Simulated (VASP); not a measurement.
## LiNbO3 (space group R-3): computed properties

The numbers are results of r2SCAN meta-GGA, VASP's PBE PAW potentials (set 64) (plane waves; VASP), not measurements.

```json
{
  "space_group": "R-3 (148)",
  "cell": "a = b = 5.2038 Å, c = 14.1712 Å, α = β = 90.00°, γ = 120.00°",
  "volume_per_atom": "11.08 Å³/atom",
  "band gap (over mesh and band path)": "4.41 eV",
  "smallest direct gap (over mesh and band path)": "4.41 eV",
  "density": "4.43 g/cm³"
}
```

LiNbO$_{3}$ has the trigonal space group R-3, hexagonal axes (No. 148), Pearson symbol hR10. Lattice parameters: a = 5.2038 Å, b = 5.2038 Å, c = 14.1712 Å, α = 90.00°, β = 90.00°, γ = 120.00°. Li on 6c is coordinated by 3 O at 2.129 Å and 3 O at 2.250 Å. Nb on 6c has 3 O at 1.885 Å and 3 O at 2.134 Å. O on 18f is surrounded by 1 Nb at 1.885 Å and 1 Nb at 2.134 Å and 1 Li at 2.129 Å and 1 Li at 2.250 Å. (Neighbours: up to the widest gap in distance over summed covalent radii, below 1.35, at either atom; cation-cation and far metal-metal contacts left out.)
(The calculation used a cell of 10 atoms; values per cell refer to that cell.)

The structure comes from a computed database's LiNbO3 entry (R-3); how it stands against other phases isn't given here. It was relaxed first, which changed the volume by -5 %. Symmetry was kept, so distortions that lower it aren't found.
